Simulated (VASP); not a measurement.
Data:

```yaml
crystal:
  lattice:
    - [0.00000, 3.35527, 3.35527]
    - [3.35527, 0.00000, 3.35527]
    - [3.35527, 3.35527, 0.00000]
  atoms:
    - { symbol: Sr, position: [0.00000, 0.00000, 0.00000] }
    - { symbol: Te, position: [0.50000, 0.50000, 0.50000] }
```

All values below come from r2SCAN meta-GGA, VASP's PBE PAW potentials (set 64) (plane waves; VASP). Settings: 480 eV cut-off, 6×6×6 Γ-centred mesh, Gaussian smearing of 0.050 eV, potentials Sr_sv Te.

Unless said otherwise, spin-orbit coupling is left out, though it shifts the bands of the heavy elements here.

Each row applies one change to this cell, which was relaxed at other settings and keeps the small stress of the first row; at a fixed cut-off the stress holds a Pulay part, so it need not integrate to ΔE exactly. Stress is in GPa, positive when the cell is compressed; gaps are those on the k-mesh, and 0.00 means metallic.

```json
[
 {"change": "none", "ΔE (meV/atom)": "0.0", "σxx": "0.01", "σyy": "0.01", "σzz": "0.01", "largest shear component, with its sign (GPa)": "0.00", "largest force (eV/Å)": "0.000", "gap (eV)": "2.15"},
 {"change": "shear strain γ_xz = +0.5 %", "ΔE (meV/atom)": "0.1", "σxx": "0.01", "σyy": "0.01", "σzz": "0.01", "largest shear component, with its sign (GPa)": "-0.08", "largest force (eV/Å)": "0.000", "gap (eV)": "2.14"},
 {"change": "isotropic strain of +1.0 %", "ΔE (meV/atom)": "___", "σxx": "___", "σyy": "___", "σzz": "___", "largest shear component, with its sign (GPa)": "___", "largest force (eV/Å)": "___", "gap (eV)": "___"},
 {"change": "shear strain γ_xz = -4.0 %", "ΔE (meV/atom)": "3.1", "σxx": "0.02", "σyy": "-0.01", "σzz": "0.02", "largest shear component, with its sign (GPa)": "0.66", "largest force (eV/Å)": "0.000", "gap (eV)": "2.04"},
 {"change": "isotropic strain of -3.0 %", "ΔE (meV/atom)": "37.7", "σxx": "3.89", "σyy": "3.89", "σzz": "3.89", "largest shear component, with its sign (GPa)": "0.00", "largest force (eV/Å)": "0.000", "gap (eV)": "1.90"},
 {"change": "atom 2 (Te) moved by -0.100 Å along x", "ΔE (meV/atom)": "___", "σxx": "___", "σyy": "___", "σzz": "___", "largest shear component, with its sign (GPa)": "___", "largest force (eV/Å)": "___", "gap (eV)": "___"},
 {"change": "atom 2 (Te) moved by -0.150 Å along x", "ΔE (meV/atom)": "15.1", "σxx": "0.84", "σyy": "-0.06", "σzz": "-0.06", "largest shear component, with its sign (GPa)": "0.00", "largest force (eV/Å)": "0.415", "gap (eV)": "2.18"},
 {"change": "biaxial strain of -1.5 % in the xy plane", "ΔE (meV/atom)": "5.6", "σxx": "1.57", "σyy": "1.57", "σzz": "0.35", "largest shear component, with its sign (GPa)": "0.00", "largest force (eV/Å)": "0.000", "gap (eV)": "2.06"},
 {"change": "uniaxial strain of -0.5 % along y", "ΔE (meV/atom)": "0.3", "σxx": "0.07", "σyy": "0.44", "σzz": "0.07", "largest shear component, with its sign (GPa)": "0.00", "largest force (eV/Å)": "0.000", "gap (eV)": "2.13"}
]
```

Problem. Complete the blanks.

Solution. 
- isotropic strain of +1.0 %, ΔE (meV/atom): 3.3
- isotropic strain of +1.0 %, σxx: -0.97
- isotropic strain of +1.0 %, σyy: -0.97
- isotropic strain of +1.0 %, σzz: -0.97
- isotropic strain of +1.0 %, largest shear component, with its sign (GPa): 0.00
- isotropic strain of +1.0 %, largest force (eV/Å): 0.000
- isotropic strain of +1.0 %, gap (eV): 2.22
- atom 2 (Te) moved by -0.100 Å along x, ΔE (meV/atom): 6.6
- atom 2 (Te) moved by -0.100 Å along x, σxx: 0.38
- atom 2 (Te) moved by -0.100 Å along x, σyy: -0.02
- atom 2 (Te) moved by -0.100 Å along x, σzz: -0.02
- atom 2 (Te) moved by -0.100 Å along x, largest shear component, with its sign (GPa): 0.00
- atom 2 (Te) moved by -0.100 Å along x, largest force (eV/Å): 0.268
- atom 2 (Te) moved by -0.100 Å along x, gap (eV): 2.16

Failed runs are left out, and for metals the shear rows, which the mesh's noise covers.

The compound is SrTe in the rock salt structure.
